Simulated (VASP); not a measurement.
Data:

```
Ag
1.0
    0.00000     2.07374     2.07374
    2.07374     0.00000     2.07374
    2.07374     2.07374     0.00000
Ag
1
Direct
  0.00000   0.00000   0.00000
```

These are PBE GGA, VASP's PBE PAW potentials (set 64) (plane waves; VASP) values and carry that method's errors. Settings: PREC = Normal, EDIFF = 1E-5, 400 eV cut-off, 17×17×17 Γ-centred mesh, first-order Methfessel-Paxton smearing of 0.10 eV, potentials Ag.

What does the run give for the energy per atom (σ→0), band gap (on the k-mesh) with the smallest direct gap where there is one?

```json
{
 "band gap (on the k-mesh)": "none (metal, semimetal or under 0.01 eV)",
 "energy per atom (σ→0)": "-2.714 eV/atom"
}
```

Total energies compare only between runs with the same potentials, cut-off and functional.

The compound is Ag in the fcc structure. It was relaxed first.
